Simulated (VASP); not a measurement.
The system is BeZnSe2.

```xyz
8
Lattice="5.3688 0.0000 0.0000 0.0000 -5.3688 0.0000 0.0000 0.0000 -5.3688" Properties=species:S:1:pos:R:3 pbc="T T T"
Be    0.0000   -2.6844   -2.6844
Be    2.6844    0.0000   -2.6844
Zn    2.6844   -2.6844    0.0000
Zn    0.0000    0.0000    0.0000
Se    1.3422   -1.3422   -1.3422
Se    4.0266   -4.0266   -1.3422
Se    4.0266   -1.3422   -4.0266
Se    1.3422   -4.0266   -4.0266
```

The cell was built by a generator and needn't be a form met in nature.

```yaml
Program: VASP 6.6.1
Task: relaxation of cell and atoms
Functional: PBEsol
Potentials_or_basis: VASP PAW PBE potentials, release 64 (Be, Zn, Se)
Cutoff: 600 eV
k_mesh: 6 × 6 × 6
Occupations: gaussian, width 0.03 eV
Spin: no spin polarisation
```

At the start: pressure 2.5 GPa; volume 19.34 Å³/atom.

Where does the relaxation end?

Over 7 steps the energy falls by 64.3 meV/atom and the volume is 19.57 Å³/atom (+1.2 %); space group P-4m2 (No. 115, to 0.05 Å).

The path:
| step | energy change (eV) | largest force (eV/Å) | pressure (GPa) | volume (Å³) |
| --- | --- | --- | --- | --- |
| 1 | 0.0000 | 1.8147 | 2.55 | 154.75 |
| 2 | -0.4200 | 0.5647 | -1.84 | 161.74 |
| 3 | -0.4325 | 0.3409 | -2.55 | 163.20 |
| 4 | -0.5131 | 0.0014 | -0.07 | 156.75 |
| 5 | -0.5131 | 0.0104 | -0.01 | 156.60 |
| 6 | -0.5140 | 0.0055 | 0.02 | 156.58 |
| 7 | -0.5147 | 0.0034 | -0.01 | 156.54 |

Final structure:
```cif
data_structure
_symmetry_space_group_name_H-M 'P 1'
_symmetry_Int_Tables_number 1
_cell_length_a 5.3668
_cell_length_b 5.3668
_cell_length_c 5.4349
_cell_angle_alpha 90.000
_cell_angle_beta 90.000
_cell_angle_gamma 90.000
_cell_volume 156.54
loop_
_atom_site_label
_atom_site_type_symbol
_atom_site_fract_x
_atom_site_fract_y
_atom_site_fract_z
_atom_site_occupancy
Be1 Be 0.00000 0.50000 0.50000 1
Be2 Be 0.50000 0.00000 0.50000 1
Zn1 Zn 0.50000 0.50000 0.00000 1
Zn2 Zn 0.00000 0.00000 0.00000 1
Se1 Se 0.25000 0.25000 0.27583 1
Se2 Se 0.75000 0.75000 0.27583 1
Se3 Se 0.75000 0.25000 0.72417 1
Se4 Se 0.25000 0.75000 0.72417 1
```

Caveat: the PAW data sets were made with another functional, which shifts forces and pressure a little.
